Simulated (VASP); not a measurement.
Calculation: PBE GGA, VASP's PBE PAW potentials (set 64) (plane waves; VASP 6.6.1).

Input for VASP

File KPOINTS:
```
kpoints
0
G
12 12 7
```

POSCAR:
```
Os
1
    1.3650000000    -2.3642490000     0.0000000000
    1.3650000000     2.3642490000     0.0000000000
    0.0000000000     0.0000000000     4.3200000000
Os
2
Direct
  0.3667148616   0.7211972263   0.2500000000
  0.6666670000   0.3333330000   0.7500000000
```

INCAR:
```
SYSTEM = Os
PREC = Accurate; ENCUT = 400; LREAL = .False.
LASPH = .True.
EDIFF = 1E-7; NELM = 100; ALGO = Normal
LMAXMIX = 6
ISMEAR = 1; SIGMA = 0.1
GGA = PE
IBRION = 2; NSW = 40; ISIF = 3
EDIFFG = -0.001
LWAVE = .False.; LCHARG = .False.
```

POTCAR, in this order: Os (PBE.64 set). Program: vasp_std.

The run wrote:

OSZICAR:
```
...
DAV:   3    -0.224501596345E+02    0.99650E-01   -0.35376E-01  9168   0.590E+00    0.696E-01
DAV:   4    -0.224519468788E+02   -0.17872E-02   -0.42475E-03  7200   0.512E-01    0.275E-01
DAV:   5    -0.224535120238E+02   -0.15651E-02   -0.17052E-03  7716   0.342E-01    0.362E-02
DAV:   6    -0.224535835645E+02   -0.71541E-04   -0.11415E-04  7844   0.104E-01    0.150E-02
DAV:   7    -0.224535843899E+02   -0.82544E-06   -0.32819E-06  7900   0.180E-02    0.616E-03
DAV:   8    -0.224535845707E+02   -0.18077E-06   -0.85380E-07  8220   0.114E-02    0.153E-03
DAV:   9    -0.224535843637E+02    0.20692E-06   -0.42061E-08  3644   0.176E-03    0.713E-04
DAV:  10    -0.224535844398E+02   -0.76028E-07   -0.47657E-09  3564   0.776E-04
   3 F= -.22453584E+02 E0= -.22453252E+02  d E =-.583487E-01
       N       E                     dE             d eps       ncg     rms          rms(c)
DAV:   1    -0.225118326656E+02   -0.58248E-01   -0.26853E+01  7104   0.372E+01    0.135E+00
DAV:   2    -0.225070963110E+02    0.47364E-02   -0.17371E-01  8740   0.481E+00    0.618E-01
DAV:   3    -0.225014966231E+02    0.55997E-02   -0.11308E-02  7556   0.924E-01    0.124E-01
DAV:   4    -0.225012742203E+02    0.22240E-03   -0.50244E-04  8656   0.197E-01    0.596E-02
DAV:   5    -0.225012599016E+02    0.14319E-04   -0.85009E-05  7348   0.729E-02    0.731E-03
DAV:   6    -0.225012603712E+02   -0.46962E-06   -0.13542E-06  9036   0.122E-02    0.280E-03
DAV:   7    -0.225012601510E+02    0.22025E-06   -0.21266E-07  4736   0.424E-03    0.114E-03
DAV:   8    -0.225012601351E+02    0.15910E-07   -0.31232E-08  3644   0.240E-03
   4 F= -.22501260E+02 E0= -.22501202E+02  d E =-.476757E-01
       N       E                     dE             d eps       ncg     rms          rms(c)
DAV:   1    -0.225026712845E+02   -0.14111E-02   -0.45246E-01  7104   0.480E+00    0.162E-01
DAV:   2    -0.225025833291E+02    0.87955E-04   -0.20998E-03  9008   0.594E-01    0.967E-02
DAV:   3    -0.225024577954E+02    0.12553E-03   -0.43818E-04  7480   0.182E-01    0.313E-02
DAV:   4    -0.225024559856E+02    0.18098E-05   -0.25920E-05  7584   0.462E-02    0.873E-03
DAV:   5    -0.225024546762E+02    0.13094E-05   -0.34550E-06  7436   0.149E-02    0.329E-03
DAV:   6    -0.225024545577E+02    0.11841E-06   -0.23049E-07  5264   0.445E-03    0.101E-03
DAV:   7    -0.225024545865E+02   -0.28742E-07   -0.29590E-08  3568   0.249E-03
   5 F= -.22502455E+02 E0= -.22502434E+02  d E =-.488701E-01
       N       E                     dE             d eps       ncg     rms          rms(c)
DAV:   1    -0.225077107703E+02   -0.52562E-02   -0.46812E-01  7104   0.565E+00    0.101E+00
DAV:   2    -0.225015928107E+02    0.61180E-02   -0.72342E-03  8204   0.992E-01    0.484E-01
DAV:   3    -0.225000787133E+02    0.15141E-02   -0.54678E-03  8320   0.724E-01    0.967E-02
DAV:   4    -0.225000833722E+02   -0.46588E-05   -0.15847E-04  7240   0.126E-01    0.237E-02
DAV:   5    -0.225000950719E+02   -0.11700E-04   -0.24150E-05  7784   0.380E-02    0.395E-03
DAV:   6    -0.225000955680E+02   -0.49605E-06   -0.10267E-06  7788   0.117E-02    0.200E-03
DAV:   7    -0.225000955040E+02    0.64017E-07   -0.85187E-08  3860   0.428E-03
   6 F= -.22500096E+02 E0= -.22500130E+02  d E =0.235908E-02
       N       E                     dE             d eps       ncg     rms          rms(c)
DAV:   1    -0.225067352495E+02   -0.66397E-02   -0.22202E-01  7104   0.387E+00    0.691E-01
DAV:   2    -0.225037752062E+02    0.29600E-02   -0.33490E-03  8176   0.680E-01    0.336E-01
DAV:   3    -0.225030382770E+02    0.73693E-03   -0.26573E-03  8320   0.504E-01    0.653E-02
DAV:   4    -0.225030404356E+02   -0.21586E-05   -0.83200E-05  7232   0.907E-02    0.153E-02
DAV:   5    -0.225030433866E+02   -0.29510E-05   -0.11846E-05  7756   0.265E-02    0.225E-03
DAV:   6    -0.225030436253E+02   -0.23867E-06   -0.44826E-07  7752   0.798E-03    0.148E-03
DAV:   7    -0.225030437716E+02   -0.14634E-06   -0.46876E-08  3628   0.316E-03    0.106E-03
DAV:   8    -0.225030437817E+02   -0.10079E-07   -0.11159E-08  3552   0.962E-04
   7 F= -.22503044E+02 E0= -.22503057E+02  d E =-.589195E-03
       N       E                     dE             d eps       ncg     rms          rms(c)
DAV:   1    -0.225034334116E+02   -0.38964E-03   -0.33108E-02  7148   0.155E+00    0.178E-01
DAV:   2    -0.225030973035E+02    0.33611E-03   -0.42849E-04  8424   0.264E-01    0.824E-02
DAV:   3    -0.225029988264E+02    0.98477E-04   -0.25147E-04  8104   0.146E-01    0.174E-02
DAV:   4    -0.225029996618E+02   -0.83542E-06   -0.10504E-05  7360   0.367E-02    0.634E-03
DAV:   5    -0.225029993470E+02    0.31477E-06   -0.11093E-06  7864   0.829E-03    0.136E-03
DAV:   6    -0.225029993882E+02   -0.41204E-07   -0.72003E-08  3696   0.348E-03
   8 F= -.22502999E+02 E0= -.22503038E+02  d E =0.443935E-04
       N       E                     dE             d eps       ncg     rms          rms(c)
DAV:   1    -0.225032448484E+02   -0.24550E-03   -0.10642E-02  7140   0.877E-01    0.101E-01
DAV:   2    -0.225031402589E+02    0.10459E-03   -0.13799E-04  8412   0.149E-01    0.467E-02
DAV:   3    -0.225031114280E+02    0.28831E-04   -0.80593E-05  8120   0.828E-02    0.982E-03
DAV:   4    -0.225031115940E+02   -0.16595E-06   -0.33715E-06  7344   0.208E-02    0.352E-03
DAV:   5    -0.225031117164E+02   -0.12238E-06   -0.35386E-07  7052   0.470E-03    0.771E-04
DAV:   6    -0.225031116992E+02    0.17171E-07   -0.24202E-08  3584   0.203E-03
   9 F= -.22503112E+02 E0= -.22503138E+02  d E =-.679175E-04
       N       E                     dE             d eps       ncg     rms          rms(c)
DAV:   1    -0.225031118329E+02   -0.11652E-06   -0.57541E-06  7120   0.204E-02    0.244E-03
DAV:   2    -0.225031117245E+02    0.10839E-06   -0.67667E-08  4500   0.341E-03    0.107E-03
DAV:   3    -0.225031116642E+02    0.60304E-07   -0.49040E-08  3556   0.191E-03
  10 F= -.22503112E+02 E0= -.22503138E+02  d E =-.678825E-04
       N       E                     dE             d eps       ncg     rms          rms(c)
DAV:   1    -0.225031180201E+02   -0.62956E-05   -0.12340E-03  7108   0.251E-01    0.423E-03
DAV:   2    -0.225031180405E+02   -0.20486E-07   -0.57652E-06  8948   0.313E-02    0.276E-03
DAV:   3    -0.225031177480E+02    0.29251E-06   -0.89096E-07  7328   0.734E-03    0.514E-04
DAV:   4    -0.225031177435E+02    0.44938E-08   -0.32465E-08  3600   0.197E-03
  11 F= -.22503118E+02 E0= -.22503146E+02  d E =-.607936E-05
       N       E                     dE             d eps       ncg     rms          rms(c)
DAV:   1    -0.225031186056E+02   -0.85757E-06   -0.33627E-04  7104   0.131E-01    0.224E-03
DAV:   2    -0.225031186068E+02   -0.11673E-08   -0.15707E-06  9032   0.163E-02    0.145E-03
DAV:   3    -0.225031185217E+02    0.85107E-07   -0.23530E-07  5976   0.383E-03
  12 F= -.22503119E+02 E0= -.22503148E+02  d E =-.685749E-05
       N       E                     dE             d eps       ncg     rms          rms(c)
DAV:   1    -0.225031189753E+02   -0.36852E-06   -0.33494E-05  7184   0.491E-02    0.684E-03
DAV:   2    -0.225031186959E+02    0.27943E-06   -0.49539E-07  8388   0.868E-03    0.323E-03
DAV:   3    -0.225031187135E+02   -0.17610E-07   -0.35409E-07  5964   0.561E-03
  13 F= -.22503119E+02 E0= -.22503145E+02  d E =-.191808E-06
       N       E                     dE             d eps       ncg     rms          rms(c)
DAV:   1    -0.225031190213E+02   -0.32542E-06   -0.11198E-05  7184   0.285E-02    0.410E-03
DAV:   2    -0.225031188052E+02    0.21605E-06   -0.15589E-07  5364   0.510E-03    0.171E-03
DAV:   3    -0.225031187031E+02    0.10211E-06   -0.12191E-07  3620   0.300E-03    0.612E-04
DAV:   4    -0.225031187081E+02   -0.49527E-08   -0.15674E-08  3552   0.210E-03
  14 F= -.22503119E+02 E0= -.22503147E+02  d E =-.186413E-06
```

OUTCAR:
```
------------------------ aborting loop because EDIFF is reached ----------------------------------------
  FORCE on cell =-STRESS in cart. coord.  units (eV):
  Direction    XX          YY          ZZ          XY          YZ          ZX
  --------------------------------------------------------------------------------------
  Total        0.0005144      0.0010127      0.0015033     -0.0000956      0.0000000      0.0000000
  in kB        0.0288854      0.0568652      0.0844182     -0.0053681      0.0000000      0.0000000
  external PRESSURE =       0.0567229 kB  Pullay stress =       0.0000000 kB
  volume of cell :       28.53
      direct lattice vectors                 reciprocal lattice vectors
     1.376622314 -2.384373312  0.000000000     0.363207310 -0.209699006  0.000000000
     1.376627862  2.384376123  0.000000000     0.363206881  0.209698161  0.000000000
     0.000000000  0.000000000  4.346177377     0.000000000  0.000000000  0.230087250
 POSITION                                       TOTAL-FORCE (eV/Angst)
 -----------------------------------------------------------------------------------
      1.43714      0.82000      1.08654        -0.000151      0.000069      0.000000
      1.43713     -0.76957      3.25963         0.000151     -0.000069      0.000000
 -----------------------------------------------------------------------------------
    total drift:                               -0.000003      0.000004      0.000000
  FREE ENERGIE OF THE ION-ELECTRON SYSTEM (eV)
  ---------------------------------------------------
  free  energy   TOTEN  =       -22.5031187081 eV

  energy  without entropy=      -22.5032023723  energy(sigma->0) =      -22.50314660

 reached required accuracy - stopping structural energy minimisation
```
(Selected blocks of OUTCAR.)

**CONTCAR**
```
Os
   1.00000000000000
     1.3766223142910106   -2.3843733117067876    0.0000000000000000
     1.3766278619933681    2.3843761230749183    0.0000000000000000
     0.0000000000000000    0.0000000000000000    4.3461773765804788
  Os
     2
Direct
     0.3500276967943472    0.6939333783109740    0.2500000000000000
     0.6833541648056516    0.3605968479890285    0.7500000000000000
```

Energy and stress use the plane-wave basis of the starting cell.

The compound is Os in the hcp structure. In the starting cell atoms are displaced from their ideal sites. This run relaxes it. Symmetry was kept, so distortions that lower it aren't found.
